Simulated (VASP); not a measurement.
# Which native defect does ErNi form most easily?, part 3 of 5

Which native defect is cheapest in ErNi, and how does that change with the growth condition? The start is a cell from a database of measured crystal structures.

VASP 6.6.1, plane waves and PAW; the level of theory is named at each step.

Still holding for the runs below: The data set Er_3 holds the 4f electrons frozen in the core, so no f bands or f moments appear.

So far. Step 2 (The host at zero pressure): The run ended after 20 ionic steps, 0.151 eV below its first step, once forces and stress met EDIFFG = -0.02. Step 3 (Relax the host again, on a new basis): The run ended after 2 ionic steps, 0.000 eV below its first step, once forces and stress met EDIFFG = -0.02.

## (4) The supercell without the defect

Level of this step: PBEsol, spin-polarised from a ferromagnetic start, 4f electrons in the core; plane waves and PAW (Er_3, Ni) (VASP).

System of this step: ErNi. The structure is orthorhombic, space group Pnma (No. 62). The conventional cell has a = 6.751 Å, b = 4.167 Å, c = 5.239 Å, α = 90.00°, β = 90.00°, γ = 90.00°. Nearest to Er lie 7 Ni at 2.77 to 2.83 Å. Nearest to Ni lie 2 Ni at 2.54 Å and 7 Er at 2.77 to 2.83 Å. Farther neighbours are not listed.

The same cell, mesh and cutoff without the defect give the energy to subtract and, in a gapped host, the band edges to count from, so that most errors cancel.

The input, INCAR:

```
SYSTEM = ErNi
PREC = Normal
ENCUT = 300
EDIFF = 1E-05
NELM = 120
ISMEAR = 1
SIGMA = 0.2
LREAL = Auto
ALGO = Fast
GGA = PS
ISPIN = 2
MAGMOM = 0 0 0 0 0 0 0 0 0 0 0 0 0 0 0 0 1 1 1 1 1 1 1 1 1 1 1 1 1 1 1 1
LMAXMIX = 6
LORBIT = 11
LWAVE = .FALSE.
LCHARG = .FALSE.
KPAR = 4
NCORE = 2
```

The input, POSCAR:

```
ErNi
1.0
   -6.7511349801      4.1667064228      5.2393083039
    6.7511349801     -4.1667064228      5.2393083039
    6.7511349801      4.1667064228     -5.2393083039
Er Ni
16 16
Direct
    0.8079567438      0.8427579114      0.7848011676
    0.3079567438      0.3427579115      0.7848011676
    0.3079567438      0.8427579114      0.2848011676
    0.8079567438      0.3427579115      0.2848011676
    0.3079567438      0.5231555762      0.4651988324
    0.8079567438      0.0231555762      0.4651988324
    0.8079567438      0.5231555762      0.9651988324
    0.3079567438      0.0231555762      0.9651988324
    0.6920432562      0.4768444238      0.5348011676
    0.1920432562      0.9768444238      0.5348011676
    0.1920432562      0.4768444238      0.0348011677
    0.6920432562      0.9768444238      0.0348011677
    0.1920432562      0.1572420886      0.2151988324
    0.6920432562      0.6572420885      0.2151988324
    0.6920432562      0.1572420885      0.7151988323
    0.1920432562      0.6572420886      0.7151988324
    0.5603609360      0.6667406305      0.8563796945
    0.0603609361      0.1667406305      0.8563796945
    0.0603609360      0.6667406306      0.3563796945
    0.5603609360      0.1667406305      0.3563796945
    0.5603609360      0.7039812416      0.3936203055
    0.0603609360      0.2039812415      0.3936203055
    0.0603609360      0.7039812416      0.8936203055
    0.5603609361      0.2039812415      0.8936203055
    0.4396390639      0.2960187585      0.6063796945
    0.9396390639      0.7960187584      0.6063796945
    0.9396390640      0.2960187585      0.1063796945
    0.4396390639      0.7960187584      0.1063796945
    0.4396390640      0.3332593695      0.1436203055
    0.9396390640      0.8332593694      0.1436203055
    0.9396390640      0.3332593694      0.6436203055
    0.4396390639      0.8332593694      0.6436203055
```

The input, KPOINTS:

```
Automatic mesh
0
Gamma
4 4 4
0 0 0
```

The projector-augmented-wave data sets are Er_3 and Ni (PBE family, release 64).

Run with:

```bash
$ mpirun -np 8 vasp_std
```

The program printed:

```text
[banner, memory and clock lines left out]
running    8 mpi-ranks, on    1 nodes
 distrk:  each k-point on    2 cores,    4 groups
 distr:  one band on    2 cores,    1 groups

 POSCAR found type information on POSCAR ErNi
 POSCAR found :  2 types and      32 ions
 [... a notice as in an earlier step ...]

 LDA part: xc-table for (Slater+PW92), standard interpolation
 POSCAR, INCAR and KPOINTS ok, starting setup
 FFT: planning ... GRIDC
 FFT: planning ... GRID_SOFT
 FFT: planning ... GRID
 WAVECAR not read
 entering main loop
       N       E                     dE             d eps       ncg     rms          rms(c)
DAV:   1     0.247026546511E+04    0.24703E+04   -0.85247E+04 20144   0.133E+03
DAV:   2     0.771406533723E+02   -0.23931E+04   -0.23264E+04 22638   0.869E+02
DAV:   3    -0.177846557664E+03   -0.25499E+03   -0.23170E+03 26632   0.297E+02
DAV:   4    -0.210549695214E+03   -0.32703E+02   -0.28338E+02 23376   0.104E+02
DAV:   5    -0.216779897630E+03   -0.62302E+01   -0.57947E+01 27320   0.280E+01    0.150E+02
RMM:   6    -0.357989509001E+03   -0.14121E+03   -0.14582E+03 22111   0.130E+02    0.134E+02
RMM:   7    -0.191399432935E+03    0.16659E+03   -0.59688E+02 20526   0.836E+01    0.394E+01
RMM:   8    -0.211858184808E+03   -0.20459E+02   -0.13121E+02 20762   0.324E+01    0.749E+01
RMM:   9    -0.194411223720E+03    0.17447E+02   -0.69198E+01 20875   0.349E+01    0.249E+01
RMM:  10    -0.194958651464E+03   -0.54743E+00   -0.23212E+00 22844   0.307E+00    0.236E+01
RMM:  11    -0.194596579277E+03    0.36207E+00   -0.43796E-01 23029   0.138E+00    0.204E+01
RMM:  12    -0.193398806737E+03    0.11978E+01   -0.57077E-01 22083   0.229E+00    0.146E+01
RMM:  13    -0.192433102534E+03    0.96570E+00   -0.13695E+00 25224   0.287E+00    0.675E+00
RMM:  14    -0.192368361971E+03    0.64741E-01   -0.92001E-01 24867   0.114E+00    0.336E+00
RMM:  15    -0.192368007821E+03    0.35415E-03   -0.21943E-01 26214   0.652E-01    0.249E+00
RMM:  16    -0.192374417964E+03   -0.64101E-02   -0.59077E-02 25080   0.408E-01    0.228E+00
RMM:  17    -0.192359410689E+03    0.15007E-01   -0.19972E-01 25225   0.133E+00    0.127E+00
RMM:  18    -0.192361031636E+03   -0.16209E-02   -0.36095E-02 22786   0.709E-01    0.162E+00
RMM:  19    -0.192361804769E+03   -0.77313E-03   -0.17905E-02 26118   0.176E-01    0.140E+00
RMM:  20    -0.192361613127E+03    0.19164E-03   -0.34249E-03 19644   0.161E-01    0.128E+00
RMM:  21    -0.192361056207E+03    0.55692E-03   -0.29999E-03 21105   0.101E-01    0.955E-01
RMM:  22    -0.192360022904E+03    0.10333E-02   -0.30354E-03 23291   0.165E-01    0.360E-01
RMM:  23    -0.192359863666E+03    0.15924E-03   -0.18161E-03 22748   0.958E-02    0.172E-01
RMM:  24    -0.192359878981E+03   -0.15315E-04   -0.64408E-04 20560   0.601E-02    0.858E-02
RMM:  25    -0.192359906251E+03   -0.27269E-04   -0.26475E-04 19457   0.513E-02    0.691E-02
RMM:  26    -0.192359909303E+03   -0.30527E-05   -0.91831E-05 15346   0.491E-02
   1 F= -.19235991E+03 E0= -.19235368E+03  d E =-.186973E-01  mag=     0.0015
```

Wall time 11 min (8 MPI ranks of Intel Xeon Platinum 8488C (Sapphire Rapids), shared host); peak memory 5.1 GiB.

From OUTCAR (step 4):

```text
  LATTYP: Found a body centered orthorhombic cell.
 ALAT       =     8.3334128456
 B/A-ratio  =     1.2574219953
 C/A-ratio  =     1.6202569356

 Found     18 irreducible k-points:

   k-points           NKPTS =     18   k-points in BZ     NKDIM =     18   number of bands    NBANDS=    190

   dimension x,y,z NGX =    40 NGY =   40 NGZ =   40
   dimension x,y,z NGXF=    80 NGYF=   80 NGZF=   80

   ENCUT  =  300.0 eV  22.05 Ry    4.70 a.u.  13.43 13.43 13.43*2*pi/ulx,y,z

   NELECT =     304.0000    total number of electrons

 E-fermi :   5.2141

 spin component 1
 k-point     1 :       0.0000    0.0000    0.0000
  band No.  band energies     occupation
    ...
    145       4.5070      1.00000
    146       4.5070      1.00000
    147       4.7750      1.00404
    148       4.8775      1.01928
    149       4.9701      1.03545
    150       5.2964      0.18222
    151       5.5569     -0.01794
    152       5.5569     -0.01794
    153       5.6170     -0.00763
    154       5.6170     -0.00763
    ...

 k-point     2 :       0.2500    0.0000    0.0000
  band No.  band energies     occupation
    ...
    148       4.7927      1.00557
    149       4.8369      1.01136
    150       4.8369      1.01136
    151       4.9070      1.02603
    152       5.1431      0.78060
    153       5.2469      0.36328
    154       5.2469      0.36326
    155       5.6702     -0.00292
    156       5.7320     -0.00077
    157       5.7320     -0.00077
    ...

 k-point     3 :       0.5000    0.0000    0.0000
  band No.  band energies     occupation
    ...
    150       4.6253      1.00013
    151       4.8004      1.00637
    152       4.8004      1.00637
    153       5.1940      0.58464
    154       5.1940      0.58464
    155       5.3343      0.07958
    156       5.3343      0.07957
    157       5.8171     -0.00009
    158       5.8171     -0.00009
    159       5.8171     -0.00009
    ...

 k-point     4 :       0.0000    0.2500    0.0000
  band No.  band energies     occupation
    ...
    145       4.5363      1.00001
    146       4.5650      1.00002
    147       4.5650      1.00002
    148       4.9877      1.03396
    149       5.0306      1.01432
    150       5.3153      0.12673
    151       5.3153      0.12671
    152       5.4189     -0.02745
    153       5.4189     -0.02745
    154       5.4270     -0.03059
    ...

  Total        2.6870290      0.7706201      2.2027822      0.0000000      0.0000000      0.0000000
  in kB        7.3026301      2.0943403      5.9865760      0.0000000      0.0000000      0.0000000
  external PRESSURE =       5.1278488 kB  Pullay stress =       0.0000000 kB

  energy-cutoff  :      300.00
  volume of cell :      589.53
      direct lattice vectors                 reciprocal lattice vectors
    -6.751134980  4.166706423  5.239308304     0.000000000  0.119998855  0.095432445
     6.751134980 -4.166706423  5.239308304     0.074061621  0.000000000  0.095432445
     6.751134980  4.166706423 -5.239308304     0.074061621  0.119998855  0.000000000

 POSITION                                       TOTAL-FORCE (eV/Angst)
 -----------------------------------------------------------------------------------
      5.53325      3.12503      4.53679        -0.007744     -0.000000      0.000113
      5.53325      3.12503     -0.70252        -0.007744     -0.000000      0.000113
      5.53325     -1.04168      4.53679        -0.007744     -0.000000      0.000113
     -1.21789      3.12503      4.53679        -0.007744     -0.000000      0.000113
      4.59346      1.04168      1.91713         0.007744     -0.000000      0.000113
     -2.15768      5.20838      1.91713         0.007744     -0.000000      0.000113
      4.59346      5.20838      1.91713         0.007744     -0.000000      0.000113
      4.59346      5.20838     -3.32217         0.007744     -0.000000      0.000113
      2.15768      3.12503      3.32217        -0.007744      0.000000     -0.000113
      8.90881     -1.04168      3.32217        -0.007744      0.000000     -0.000113
      2.15768     -1.04168      3.32217        -0.007744      0.000000     -0.000113
      2.15768     -1.04168      8.56148        -0.007744      0.000000     -0.000113
      1.21789      1.04168      0.70252         0.007744      0.000000     -0.000113
      1.21789      1.04168      5.94183         0.007744      0.000000     -0.000113
      1.21789      5.20838      0.70252         0.007744      0.000000     -0.000113
      7.96902      1.04168      0.70252         0.007744      0.000000     -0.000113
      6.49972      3.12503      1.94233         0.010417      0.000000     -0.002331
      6.49972      3.12503     -3.29698         0.010417      0.000000     -0.002331
      6.49972     -1.04168      1.94233         0.010417      0.000000     -0.002331
     -0.25142      3.12503      1.94233         0.010417      0.000000     -0.002331
      3.62698      1.04168      4.56198        -0.010417      0.000000     -0.002331
      3.62698      1.04168     -0.67733        -0.010417      0.000000     -0.002331
     10.37812      1.04168     -0.67733        -0.010417      0.000000     -0.002331
      3.62698      5.20838     -0.67733        -0.010417      0.000000     -0.002331
      3.12415      3.12503      0.67733         0.010417     -0.000000      0.002331
      3.12415      3.12503      5.91664         0.010417     -0.000000      0.002331
     -3.62698      3.12503      5.91664         0.010417     -0.000000      0.002331
      3.12415     -1.04168      5.91664         0.010417     -0.000000      0.002331
      0.25142      1.04168      3.29698        -0.010417     -0.000000      0.002331
      0.25142      1.04168      8.53629        -0.010417     -0.000000      0.002331
      0.25142      5.20838      3.29698        -0.010417     -0.000000      0.002331
      7.00255      1.04168      3.29698        -0.010417     -0.000000      0.002331
 -----------------------------------------------------------------------------------
    total drift:                               -0.000000     -0.000000      0.000000

  FREE ENERGIE OF THE ION-ELECTRON SYSTEM (eV)
  ---------------------------------------------------
  free  energy   TOTEN  =      -192.3599093032 eV

  energy  without entropy=     -192.3412120418  energy(sigma->0) =     -192.35367688

 total charge
# of ion       s       p       d       tot
------------------------------------------
    1        0.523   6.804   1.260   8.586
    2        0.523   6.804   1.260   8.586
    3        0.523   6.804   1.260   8.586
    4        0.523   6.804   1.260   8.586
    5        0.523   6.804   1.260   8.586
    6        0.523   6.804   1.260   8.586
    7        0.523   6.804   1.260   8.586
    8        0.523   6.804   1.260   8.586
    9        0.523   6.804   1.260   8.586
   10        0.523   6.804   1.260   8.586
   11        0.523   6.804   1.260   8.586
   12        0.523   6.804   1.260   8.586
   13        0.523   6.804   1.260   8.586
   14        0.523   6.804   1.260   8.586
   15        0.523   6.804   1.260   8.586
   16        0.523   6.804   1.260   8.586
   17        0.604   0.345   8.380   9.329
   18        0.604   0.345   8.380   9.329
   19        0.604   0.345   8.380   9.329
   20        0.604   0.345   8.380   9.329
   21        0.604   0.345   8.380   9.329
   22        0.604   0.345   8.380   9.329
   23        0.604   0.345   8.380   9.329
   24        0.604   0.345   8.380   9.329
   25        0.604   0.345   8.380   9.329
   26        0.604   0.345   8.380   9.329
   27        0.604   0.345   8.380   9.329
   28        0.604   0.345   8.380   9.329
   29        0.604   0.345   8.380   9.329
   30        0.604   0.345   8.380   9.329
   31        0.604   0.345   8.380   9.329
   32        0.604   0.345   8.380   9.329
--------------------------------------------------
tot         18.033 114.382 154.234 286.650

 magnetization (x)
# of ion       s       p       d       tot
------------------------------------------
    1       -0.000   0.000  -0.000  -0.000
    2       -0.000   0.000  -0.000  -0.000
    3       -0.000   0.000  -0.000  -0.000
    4       -0.000   0.000  -0.000  -0.000
    5       -0.000   0.000  -0.000  -0.000
    6       -0.000   0.000  -0.000  -0.000
    7       -0.000   0.000  -0.000  -0.000
    8       -0.000   0.000  -0.000  -0.000
    9       -0.000   0.000  -0.000  -0.000
   10       -0.000   0.000  -0.000  -0.000
   11       -0.000   0.000  -0.000  -0.000
   12       -0.000   0.000  -0.000  -0.000
   13       -0.000   0.000  -0.000  -0.000
   14       -0.000   0.000  -0.000  -0.000
   15       -0.000   0.000  -0.000  -0.000
   16       -0.000   0.000  -0.000  -0.000
   17        0.000   0.000   0.000   0.000
   18        0.000   0.000   0.000   0.000
   19        0.000   0.000   0.000   0.000
   20        0.000   0.000   0.000   0.000
   21        0.000   0.000   0.000   0.000
   22        0.000   0.000   0.000   0.000
   23        0.000   0.000   0.000   0.000
   24        0.000   0.000   0.000   0.000
   25        0.000   0.000   0.000   0.000
   26        0.000   0.000   0.000   0.000
   27        0.000   0.000   0.000   0.000
   28        0.000   0.000   0.000   0.000
   29        0.000   0.000   0.000   0.000
   30        0.000   0.000   0.000   0.000
   31        0.000   0.000   0.000   0.000
   32        0.000   0.000   0.000   0.000
--------------------------------------------------
tot          0.000   0.000  -0.000   0.000

[... 2 parts as in an earlier step ...]

[... 11 further parts left out ...]
```

This step gave:

```yaml
electronic_cycles: 26
electrons: 304
free_energy_toten: -192.3599 eV
energy_at_zero_smearing: -192.3537 eV
fermi_energy: 5.214 eV
moment_of_the_cell_from_the_last_line_of_the_log: 0 μB
```

The spin moment in the PAW sphere vanishes on all atoms.

The host is treated as a metal, as its relaxation found a gap under 0.3 eV or none, and only the neutral defect is run.

(Part 3 of 5 ends here.)

[Lines on the potential files, build, host, timing and source positions are cut from VASP's logs without a mark.]

[Logs are printed without paths, hosts, clocks, repeated set-up lines and the standing remarks that a program may print on its own settings, such as how far it seeks lower states.]

[Hosts, paths, dates, database ids (printed as entryN), source tags and the programs' standing remarks are cut or masked in the printed files.]

[In band tables of VASP the shares of atoms and orbitals are scaled to a sum of 1 inside the atoms' spheres.]

[Runs that stopped without an error message from VASP are left out.]
